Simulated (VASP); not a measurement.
The system is ZrSi2.

```
Zr Si
1.0
     1.85300   -7.36750    0.00000
     1.85300    7.36750    0.00000
     0.00000    0.00000    3.67200
Zr Si
2 4
Direct
  0.89460 0.10540 0.25000
  0.10540 0.89460 0.75000
  0.55220 0.44780 0.25000
  0.44780 0.55220 0.75000
  0.24960 0.75040 0.25000
  0.75040 0.24960 0.75000
```

| Property | Result |
| --- | --- |
| Program | VASP 6.6.1 |
| Task | relaxation of cell and atoms |
| Functional | PBE |
| Dispersion | D3(BJ) |
| Potentials or basis | VASP PAW PBE potentials, release 64 (Zr_sv, Si) |
| Cutoff | 600 eV |
| k mesh | 10 × 10 × 10 |
| Occupations | methfessel-paxton, width 0.1 eV |
| Spin | no spin polarisation |

At the start: pressure -3.9 GPa; volume 16.71 Å³/atom.

Problem. Where does the relaxation end?

Solution. Over 9 steps the energy falls by 7.6 meV/atom and the volume is 16.18 Å³/atom (-3.2 %); space group Cmcm (No. 63, to 0.05 Å).

The path:
```
step  energy change (eV)  largest force (eV/Å)  pressure (GPa)  volume (Å³)
   1              0.0000                0.1683           -3.93       100.26
   2             -0.0031                0.2043            4.45        94.43
   3             -0.0400                0.1857            0.12        97.23
   4             -0.0436                0.0846            0.01        97.19
   5             -0.0441                0.0356           -0.03        97.16
   6             -0.0452                0.0188           -0.02        97.11
   7             -0.0454                0.0104           -0.01        97.06
   8             -0.0454                0.0102           -0.01        97.06
   9             -0.0454                0.0046            0.02        97.05
```

Final structure:
```cif
data_structure
_symmetry_space_group_name_H-M 'P 1'
_symmetry_Int_Tables_number 1
_cell_length_a 7.4928
_cell_length_b 7.4928
_cell_length_c 3.6448
_cell_angle_alpha 90.000
_cell_angle_beta 90.000
_cell_angle_gamma 151.687
_cell_volume 97.05
loop_
_atom_site_label
_atom_site_type_symbol
_atom_site_fract_x
_atom_site_fract_y
_atom_site_fract_z
_atom_site_occupancy
Zr1 Zr 0.89521 0.10479 0.25000 1
Zr2 Zr 0.10479 0.89521 0.75000 1
Si1 Si 0.55387 0.44613 0.25000 1
Si2 Si 0.44613 0.55387 0.75000 1
Si3 Si 0.25023 0.74977 0.25000 1
Si4 Si 0.74977 0.25023 0.75000 1
```

Caveat: pairwise dispersion overbinds metals, which lowers pressure and volume.
